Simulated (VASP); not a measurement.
All values below come from SCAN meta-GGA, VASP's PBE PAW potentials (set 64) (plane waves; VASP).

Input for VASP

**KPOINTS**
```
Automatic mesh
0
Gamma
13 13 13
0 0 0
```

### POSCAR
```
CoGa
2.8040850
  0.9999999825   0.0000000000   0.0000000000
  0.0000000000   0.9999999825   0.0000000000
  0.0000000000   0.0000000000   0.9999999825
Ga Co
1 1
Cartesian
  0.4999999913   0.4999999913   0.4999999913
  0.0000000000   0.0000000000   0.0000000000
```

### INCAR
```
ALGO = Normal
EDIFF = 1E-7
ENCUT = 520
ISIF = 2
ISMEAR = 1
LASPH = .TRUE.
LCHARG = .FALSE.
LMAXMIX = 4
LMIXTAU = .TRUE.
LREAL = .FALSE.
LWAVE = .FALSE.
METAGGA = SCAN
NELM = 100
PREC = Accurate
SIGMA = 0.1
SYSTEM = CoGa
```

POTCAR, in this order: Ga_d Co (PBE.64 set). Program: vasp_std.

The resulting files:

File OUTCAR:
```
 ion  position               nearest neighbor table
   1  0.500  0.500  0.500-   2 2.43   2 2.43   2 2.43   2 2.43   2 2.43   2 2.43   2 2.43   2 2.43
  LATTYP: Found a simple cubic cell.
 ALAT       =     2.8040849510
 Subroutine PRICEL returns:
 Original cell was already a primitive cell.
 Subroutine GETGRP returns: Found 48 space group operations
The static configuration has the point symmetry O_h .
The dynamic configuration has the point symmetry O_h .
 Subroutine INISYM returns: Found 48 space group operations
 Subroutine IBZKPT returns following result:
 Found     84 irreducible k-points:

 Following reciprocal coordinates:
            Coordinates               Weight
  0.000000  0.000000  0.000000      1.000000
  0.076923  0.000000  0.000000      6.000000
  0.153846  0.000000  0.000000      6.000000
  0.230769  0.000000  0.000000      6.000000
  0.307692  0.000000  0.000000      6.000000
  0.384615  0.000000  0.000000      6.000000
  0.461538  0.000000  0.000000      6.000000
  0.076923  0.076923  0.000000     12.000000
  0.153846  0.076923  0.000000     24.000000
  0.230769  0.076923  0.000000     24.000000
...
```

### OSZICAR
```
       N       E                     dE             d eps       ncg     rms          rms(c)
DAV:   1     0.764162608521E+02    0.76416E+02   -0.11125E+04  2712   0.275E+03
DAV:   2    -0.323126883558E+02   -0.10873E+03   -0.10613E+03  2597   0.370E+02
DAV:   3    -0.373414589238E+02   -0.50288E+01   -0.50118E+01  2975   0.851E+01
DAV:   4    -0.374212055690E+02   -0.79747E-01   -0.79724E-01  3482   0.983E+00
DAV:   5    -0.374231823013E+02   -0.19767E-02   -0.19767E-02  3152   0.134E+00    0.119E+01
DAV:   6    -0.368303015838E+02    0.59288E+00   -0.37566E+01  2715   0.901E+01    0.143E+01
DAV:   7    -0.338197566449E+02    0.30105E+01   -0.13395E+01  2660   0.579E+01    0.140E+00
DAV:   8    -0.340279743273E+02   -0.20822E+00   -0.67227E-01  3597   0.980E+00    0.224E+00
DAV:   9    -0.340054130276E+02    0.22561E-01   -0.43051E-01  2682   0.104E+01    0.665E-01
DAV:  10    -0.339997565617E+02    0.56565E-02   -0.60835E-02  2550   0.283E+00    0.561E-01
DAV:  11    -0.339982242421E+02    0.15323E-02   -0.85080E-03  2634   0.119E+00    0.392E-01
DAV:  12    -0.339949223617E+02    0.33019E-02   -0.14443E-02  2987   0.175E+00    0.907E-02
DAV:  13    -0.339944339633E+02    0.48840E-03   -0.18081E-03  2611   0.554E-01    0.377E-02
DAV:  14    -0.339942950755E+02    0.13889E-03   -0.19617E-04  2625   0.183E-01    0.333E-02
DAV:  15    -0.339943765406E+02   -0.81465E-04   -0.12438E-04  3204   0.167E-01    0.768E-03
DAV:  16    -0.339943664552E+02    0.10085E-04   -0.18908E-05  2664   0.685E-02    0.261E-03
DAV:  17    -0.339943770948E+02   -0.10640E-04   -0.21223E-06  3159   0.185E-02    0.199E-03
DAV:  18    -0.339943786688E+02   -0.15740E-05   -0.18908E-07  2666   0.570E-03    0.185E-03
DAV:  19    -0.339943804209E+02   -0.17521E-05   -0.67415E-07  3051   0.120E-02    0.345E-04
DAV:  20    -0.339943805836E+02   -0.16269E-06   -0.68495E-08  1869   0.378E-03    0.199E-04
DAV:  21    -0.339943800532E+02    0.53040E-06   -0.11003E-08  1372   0.164E-03    0.917E-05
DAV:  22    -0.339943801249E+02   -0.71664E-07   -0.16876E-09  1365   0.597E-04
   1 F= -.33994380E+02 E0= -.33994912E+02  d E =0.159700E-02
```

### OUTCAR
```
------------------------ aborting loop because EDIFF is reached ----------------------------------------
  FORCE on cell =-STRESS in cart. coord.  units (eV):
  Direction    XX          YY          ZZ          XY          YZ          ZX
  --------------------------------------------------------------------------------------
  Total        0.9931020      0.9931020      0.9931020     -0.0000000     -0.0000000     -0.0000000
  in kB       72.1657184     72.1657184     72.1657184     -0.0000000     -0.0000000     -0.0000000
  external PRESSURE =      72.1657184 kB  Pullay stress =       0.0000000 kB
  volume of cell :       22.05
      direct lattice vectors                 reciprocal lattice vectors
     2.804084951  0.000000000  0.000000000     0.356622577  0.000000000  0.000000000
     0.000000000  2.804084951  0.000000000     0.000000000  0.356622577  0.000000000
     0.000000000  0.000000000  2.804084951     0.000000000  0.000000000  0.356622577
 POSITION                                       TOTAL-FORCE (eV/Angst)
 -----------------------------------------------------------------------------------
      1.40204      1.40204      1.40204         0.000000      0.000000      0.000000
      0.00000      0.00000      0.00000         0.000000      0.000000      0.000000
 -----------------------------------------------------------------------------------
    total drift:                                0.000000      0.000000     -0.000000
  FREE ENERGIE OF THE ION-ELECTRON SYSTEM (eV)
  ---------------------------------------------------
  free  energy   TOTEN  =       -33.9943801249 eV

  energy  without entropy=      -33.9959771222  energy(sigma->0) =      -33.99491246
```
(Selected blocks of OUTCAR.)

File OUTCAR:
```
 val. band max:       10.6646403198   @ k =   0.4615   0.3846   0.0769

 cond. band min:      10.7541731625   @ k =   0.4615   0.3077   0.0000


 Fermi energy:        10.7206102790

 k-point     1 :       0.0000    0.0000    0.0000
  band No.  band energies     occupation
      1      -5.1220      2.00000
      2      -5.1220      2.00000
      3      -4.6519      2.00000
      4      -4.6519      2.00000
      5      -4.6519      2.00000
      6      -2.9421      2.00000
      7       7.7179      2.00000
      8       7.7189      2.00000
      9       9.5748      2.00000
     10       9.5748      2.00000
     11       9.5758      2.00000
     12      16.3556      0.00000
     13      16.3556      0.00000
     14      16.3559      0.00000
     15      22.4400      0.00000

 k-point     2 :       0.0769    0.0000    0.0000
  band No.  band energies     occupation
      1      -5.1172      2.00000
      2      -5.1021      2.00000
      3      -4.6593      2.00000
      4      -4.6593      2.00000
      5      -4.6501      2.00000
      6      -2.8167      2.00000
      7       7.6891      2.00000
      8       7.7329      2.00000
      9       9.4884      2.00000
     10       9.4895      2.00000
     11       9.5746      2.00000
     12      15.4343      0.00000
     13      16.5794      0.00000
     14      16.5797      0.00000
     15      22.4586      0.00000

 k-point     3 :       0.1538    0.0000    0.0000
  band No.  band energies     occupation
      1      -5.1039      2.00000
      2      -5.0491      2.00000
      3      -4.6798      2.00000
      4      -4.6798      2.00000
      5      -4.6451      2.00000
      6      -2.4390      2.00000
      7       7.5402      2.00000
      8       7.7726      2.00000
      9       9.2668      2.00000
     10       9.2678      2.00000
     11       9.5741      2.00000
     12      13.6971      0.00000
     13      17.2135      0.00000
     14      17.2139      0.00000
     15      22.5151      0.00000
...
```

The compound is CoGa in the CsCl type structure. This cell is one point of a volume scan, at 0.97 of the reference volume. The run is not spin-polarised, so no magnetic state was tried.
